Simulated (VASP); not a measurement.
An input for Quantum ESPRESSO's pw.x (written as the equivalent of a VASP run, and not itself run):

```
&CONTROL
  calculation = 'vc-relax'
  pseudo_dir = './pseudo'
  outdir = './out'
  tprnfor = .true.
  tstress = .true.
  nstep = 40
  forc_conv_thr = 0.00078
/
&SYSTEM
  ibrav = 0
  nat = 3
  ntyp = 2
  ecutwfc = 76
  occupations = 'smearing'
  smearing = 'methfessel-paxton'
  degauss = 0.00735
  input_dft = 'pbe'
/
&ELECTRONS
  conv_thr = 7.3e-08
  electron_maxstep = 100
/
&IONS
/
&CELL
/
ATOMIC_SPECIES
  Hf 178.490 Hf.upf
  B 10.810 B.upf
CELL_PARAMETERS angstrom
     1.5714283   -2.7217940    0.0000000
     1.5714283    2.7217940    0.0000000
    -0.0000000   -0.0000000    3.4861451
ATOMIC_POSITIONS crystal
  Hf   0.0000000  0.0000000  1.0000000
  B    0.3333330  0.6666670  0.5000000
  B    0.6666670  0.3333330  0.5000000
K_POINTS automatic
  11 11 9 0 0 0
```

Task: Write the VASP files for the same calculation (PBE).

Result: This is not unique; one that fits is 
### KPOINTS
```
Automatic mesh
0
Gamma
11 11 9
0 0 0
```

**INCAR**
```
LASPH = .True.   # aspherical one-centre terms
ENCUT = 620   # plane-wave cut-off (eV)
GGA = PE   # PBE
NELM = 100   # most electronic steps
ALGO = Normal   # blocked Davidson
LWAVE = .False.
ISMEAR = 1   # Methfessel-Paxton
LCHARG = .False.
SYSTEM = HfB2
EDIFF = 1E-6
LMAXMIX = 6   # l cut-off of mixed one-centre charges
ISIF = 3
IBRION = 2   # conjugate gradients
SIGMA = 0.1   # width (eV)
LREAL = .False.   # projection in real space or not
PREC = Accurate
NSW = 40
EDIFFG = -0.02
```

POSCAR:
```
HfB2
1
    1.5714283371    -2.7217939530     0.0000000000
    1.5714283371     2.7217939530     0.0000000000
   -0.0000000000    -0.0000000000     3.4861451195
Hf B
1 2
Direct
  0.0000000000   0.0000000000   1.0000000000
  0.3333330000   0.6666670000   0.5000000000
  0.6666670000   0.3333330000   0.5000000000
```

POTCAR, in this order: Hf_pv B (PBE.64 set). Program: vasp_std.

The two are equivalent in intent, not identical: the potentials are each code's own (VASP's PAW set, PseudoDojo norm-conserving files in pw.x), so ENCUT and ecutwfc are chosen apart and not converted; conv_thr bounds pw.x's estimated SCF error, while EDIFF bounds the energy change between steps; forc_conv_thr acts on force components and is met together with etot_conv_thr.

The compound is HfB2 in the AlB2 type structure. It was relaxed first.
